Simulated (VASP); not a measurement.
Consider the following.

```xyz
1
Lattice="-2.6400 2.6400 2.6400 2.6400 -2.6400 2.6400 2.6400 2.6400 -2.6400" Properties=species:S:1:pos:R:3 pbc="T T T"
K      0.0000     0.0000     0.0000
```

Level of theory: PBE GGA, VASP's PBE PAW potentials (set 64) (plane waves; VASP). Numerical set-up: 400 eV cut-off, 9×9×9 Γ-centred mesh, first-order Methfessel-Paxton smearing of 0.10 eV, potentials K_sv.

Q: Estimate the energy per atom (σ→0), band gap (on the k-mesh) with the smallest direct gap where there is one.

A: 
```yaml
band gap (on the k-mesh): none (metal, semimetal or under 0.01 eV)
energy per atom (σ→0): -1.050 eV/atom
```

The compound is K in the bcc structure. The cell was not relaxed at this level.
